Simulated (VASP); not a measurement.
# SiB2 (Pmmn) in VASP: notebook, part 2 of 2

VASP 6.6.1. The steps go on from the part before.

**3. Relaxation of cell and atoms, PBE**

This run uses another cell than the first one, of 8.78 Å³/atom, 0.998 times its volume.

INCAR reads:

```
PREC = Accurate
ENCUT = 520
EDIFF = 1E-7
ISMEAR = 0
SIGMA = 0.1
LREAL = F
LASPH = T
NELM = 120
ALGO = Normal
ISIF = 3
LWAVE = F
LCHARG = F
GGA = PE
IBRION = 2
NSW = 60
EDIFFG = -0.005
POTIM = 0.3
KPAR = 4
```

KPOINTS reads:

```
Automatic mesh
0
Gamma
  10 6 8
```

POSCAR reads:

```
SiB2                                    
1.0
    2.9577571817      0.0000000000      0.0000000000
    0.0000000000      4.7671547786      0.0000000000
    0.0000000000      0.0000000000      3.7343145709
  Si              B             
     2     4
Direct
     0.5000000000000000    0.5000000000000000    0.1323905273552512
     0.0000000000000000    0.0000000000000000    0.8676094726447486
     0.5000000000000000    0.6973006533415617    0.6150680118194530
     0.5000000000000000    0.3026993466584383    0.6150680118194530
     0.0000000000000000    0.1973006533415616    0.3849319881805469
     0.0000000000000000    0.8026993466584383    0.3849319881805469
```

Potentials or basis: VASP PAW PBE potentials, release 64 (Si, B).

Run with:

```
cat potpaw_PBE.64/Si/POTCAR potpaw_PBE.64/B/POTCAR > POTCAR
mpirun -np 4 vasp_std > vasp.out
```

OUTCAR:

```text
PREC = Accurate
   ENCUT = 520
   EDIFF = 1E-7
   ISMEAR = 0
   LREAL = F
   LASPH = T
   NELM = 120
   ISIF = 3
   GGA = PE
   IBRION = 2
   NSW = 60
   EDIFFG = -0.005
   POTIM = 0.3

 ion  position               nearest neighbor table
   1  0.500  0.500  0.132-   3 2.03   4 2.03   3 2.15   4 2.15   5 2.27   6 2.27   5 2.27   6 2.27
                             2 2.97   2 2.97   2 2.97   2 2.97
   2  0.000  0.000  0.868-   5 2.03   6 2.03   5 2.15   6 2.15   3 2.27   4 2.27   3 2.27   4 2.27
                             1 2.97   1 2.97   1 2.97   1 2.97
   3  0.500  0.697  0.615-   6 1.78   6 1.78   4 1.88   1 2.03   1 2.15   2 2.27   2 2.27
   4  0.500  0.303  0.615-   5 1.78   5 1.78   3 1.88   1 2.03   1 2.15   2 2.27   2 2.27
   5  0.000  0.197  0.385-   4 1.78   4 1.78   6 1.88   2 2.03   2 2.15   1 2.27   1 2.27
   6  0.000  0.803  0.385-   3 1.78   3 1.78   5 1.88   2 2.03   2 2.15   1 2.27   1 2.27

  LATTYP: Found a simple orthorhombic cell.
 ALAT       =     2.9577571817
 B/A-ratio  =     1.2625494053
 C/A-ratio  =     1.6117464977

  Lattice vectors:

 A1 = (  -2.9577571817,   0.0000000000,   0.0000000000)
 A2 = (   0.0000000000,   0.0000000000,   3.7343145709)
 A3 = (   0.0000000000,   4.7671547786,   0.0000000000)

Analysis of symmetry for initial positions (statically):
=====================================================================
 Subroutine PRICEL returns:
 Original cell was already a primitive cell.

 Routine SETGRP: Setting up the symmetry group for a
 simple orthorhombic supercell.

 Subroutine GETGRP returns: Found  8 space group operations
 (whereof  4 operations were pure point group operations)
 out of a pool of  8 trial point group operations.

The static configuration has the point symmetry C_2v.
 The point group associated with its full space group is D_2h.

Analysis of symmetry for dynamics (positions and initial velocities):
=====================================================================
 Subroutine PRICEL returns:
 Original cell was already a primitive cell.

 Routine SETGRP: Setting up the symmetry group for a
 simple orthorhombic supercell.

 Subroutine GETGRP returns: Found  8 space group operations
 (whereof  4 operations were pure point group operations)
 out of a pool of  8 trial point group operations.

The dynamic configuration has the point symmetry C_2v.
 The point group associated with its full space group is D_2h.

 Subroutine INISYM returns: Found  8 space group operations
 (whereof  4 operations are pure point group operations),
 and found     1 'primitive' translations

----------------------------------------------------------------------------------------

                                     Primitive cell

  volume of cell :      52.6542

  direct lattice vectors                    reciprocal lattice vectors
     2.957757182  0.000000000  0.000000000     0.338094015  0.000000000  0.000000000
     0.000000000  4.767154779  0.000000000     0.000000000  0.209768729  0.000000000
     0.000000000  0.000000000  3.734314571     0.000000000  0.000000000  0.267786760

  length of vectors
     2.957757182  4.767154779  3.734314571     0.338094015  0.209768729  0.267786760

  position of ions in fractional coordinates (direct lattice)
     0.500000000  0.500000000  0.132390527
[... 82 lines left out ...]
   LSORBIT =      F    spin-orbit coupling
   LASPH  =      T    aspherical Exc in radial PAW
   ENCUT  =  520.0 eV  38.22 Ry    6.18 a.u.   5.50  8.86  6.94*2*pi/ulx,y,z
   NELM   =    120;   NELMIN=  2; NELMDL= -5     # of ELM steps
   EDIFF  = 0.1E-06   stopping-criterion for ELM
   LREAL  =      F    real-space projection
   EDIFFG = -.5E-02   stopping-criterion for IOM
   NSW    =     60    number of steps for IOM
   IBRION =      2    ionic relax: 0-MD 1-quasi-New 2-CG
   NFREE  =      1    steps in history (QN), initial steepest desc. (CG)
   ISIF   =      3    stress and relaxation
   ISYM   =      2    0-nonsym 1-usesym 2-fastsym
   POTIM  = 0.3000    time-step for ionic-motion
   TEBEG  =    0.0;   TEEND  =   0.0 temperature during run
   PSTRESS=    0.0 pullay stress
   NELECT =      20.0000    total number of electrons
   NUPDOWN=      -1.0000    fix difference up-down
   EMIN   =  10.00;   EMAX   =-10.00  energy-range for DOS
   EFERMI =   0.00;   METHOD = LEGACY
   ISMEAR =     0;   SIGMA  =   0.10  broadening in eV -4-tet -1-fermi 0-gaus
   EFERMI_NEDOS =   21; number of points for ismear=-14 and -15
   IALGO  =     38    algorithm
   IMIX   =      4    mixing-type and parameters
     AMIX     =   0.40;   BMIX     =  1.00
     AMIX_MAG =   1.60;   BMIX_MAG =  1.00
  volume/ion in A,a.u.               =       8.78        59.22
  Fermi-wavevector in a.u.,A,eV,Ry     =   1.185607  2.240472 19.125206  1.405663
  Thomas-Fermi vector in A             =   2.321797
   LORBIT       =      0    0 simple, 1 ext, 2 COOP (PROOUT), +10 PAW based schemes
   GGA     = PE    functional components
   LHFCALC =     F    Hartree Fock is set to
   AEXX    =    0.0000 exact exchange contribution
   IVDW    =     0    specifies the selected vdW correction
   LEPSILON=     F    determine dielectric tensor
   LRPA    =     F    only Hartree local field effects (RPA)
 conjugate gradient relaxation of ions
 non-spin polarized calculation
 Gauss-broadening in eV      SIGMA  =   0.10
  energy-cutoff  :      520.00
  volume of cell :       52.65
 maximum number of plane-waves:      1442
 NGX is ok and might be reduce to    24
   NGX = 11   NGY = 17   NGZ = 13

--------------------------------------- Ionic step        1  -------------------------------------------

 number of electron      20.0000000 magnetization

 Free energy of the ion-electron system (eV)
  ---------------------------------------------------
  ext. energy  EPLUGINS =         0.00000000
  ---------------------------------------------------
  free energy    TOTEN  =       -34.83863224 eV

  energy without entropy =      -34.83492396  energy(sigma->0) =      -34.83677810

------------------------ aborting loop because EDIFF is reached ----------------------------------------

  FORCE on cell =-STRESS in cart. coord.  units (eV):
  Direction    XX          YY          ZZ          XY          YZ          ZX
  --------------------------------------------------------------------------------------
  -------------------------------------------------------------------------------------
  Total        0.0026710     -0.0184512      0.0230195      0.0000000      0.0000000      0.0000000
  in kB        0.0812729     -0.5614382      0.7004431      0.0000000      0.0000000      0.0000000
  external PRESSURE =       0.0734259 kB  Pullay stress =       0.0000000 kB
[... 67 lines left out ...]
--------------------------------------- Ionic step        3  -------------------------------------------

 number of electron      20.0000000 magnetization

 Free energy of the ion-electron system (eV)
  ---------------------------------------------------
  ext. energy  EPLUGINS =         0.00000000
  ---------------------------------------------------
  free energy    TOTEN  =       -34.83864527 eV

  energy without entropy =      -34.83492206  energy(sigma->0) =      -34.83678367

 E-fermi :   9.6832     XC(G=0): -11.8519

 val. band max:        9.6707351851   @ k =   0.2000   0.0000   0.1250
 cond. band min:       9.7010078499   @ k =   0.3000   0.0000   0.1250
 fundamental gap:      0.0302726648
 Fermi energy:         9.6832123184

 k-point     1 :       0.0000    0.0000    0.0000
  band No.  band energies     occupation
      1      -6.6672      2.00000
      2      -1.4378      2.00000
      3      -0.9301      2.00000
      4       2.4686      2.00000
      5       2.5074      2.00000
      6       5.6127      2.00000
      7       7.0236      2.00000
      8       7.6861      2.00000
      9       7.8117      2.00000
     10       9.0781      2.00000
     11       9.0786      2.00000
     12      11.7431      0.00000
     13      14.0265      0.00000
     14      14.7043      0.00000
[... 377 lines left out ...]
      1      -2.4659      2.00000
      2      -2.4659      2.00000
      3      -0.7429      2.00000
      4      -0.7429      2.00000
      5       4.6605      2.00000
      6       4.6605      2.00000
      7       6.7128      2.00000
      8       6.7128      2.00000
      9       7.5129      2.00000
     10       7.5129      2.00000
     11       9.9272      0.00056
     12       9.9272      0.00056
     13      10.2284      0.00000
     14      10.2284      0.00000

 [... further k-points ...]

------------------------ aborting loop because EDIFF is reached ----------------------------------------

  FORCE on cell =-STRESS in cart. coord.  units (eV):
  Direction    XX          YY          ZZ          XY          YZ          ZX
  --------------------------------------------------------------------------------------
  -------------------------------------------------------------------------------------
  Total       -0.0092703      0.0084410     -0.0115624      0.0000000      0.0000000      0.0000000
  in kB       -0.2820556      0.2568242     -0.3517943      0.0000000      0.0000000      0.0000000
  external PRESSURE =      -0.1256752 kB  Pullay stress =       0.0000000 kB
[... 21 lines left out ...]
  FREE ENERGIE OF THE ION-ELECTRON SYSTEM (eV)
  ---------------------------------------------------
  free  energy   TOTEN  =       -34.8386452725 eV

  energy  without entropy=      -34.8349220647  energy(sigma->0) =      -34.83678367

 reached required accuracy - stopping structural energy minimisation
```

It took 24 s on 4 MPI ranks of AMD EPYC 9R14 (Zen 4), shared host; peak memory 0.19 GiB.

Results:

| Property | Result |
| --- | --- |
| Free energy | -34.8386 eV |
| Energy gained by relaxing | 0.0 meV/atom |
| Ionic steps | 3 |
| Pressure after relaxing | 0.0 GPa |
| Largest force after relaxing | 0.004 eV/Å |
| Band gap on the k mesh | none (metal or under the smearing width) |

Forces on the atoms (eV/Å):
```
Si   0.000  0.000  0.000
Si   0.000  0.000  0.000
B    0.000 -0.001 -0.004
B    0.000  0.001 -0.004
B    0.000 -0.001  0.004
B    0.000  0.001  0.004
```

Final structure:
```xyz
6
Lattice="2.9579 0.0000 0.0000 0.0000 4.7661 0.0000 0.0000 0.0000 3.7353" Properties=species:S:1:pos:R:3 pbc="T T T"
Si    1.4789    2.3831    0.4941
Si    0.0000    0.0000    3.2412
B     1.4789    3.3230    2.2972
B     1.4789    1.4431    2.2972
B     0.0000    0.9399    1.4381
B     0.0000    3.8262    1.4381
```
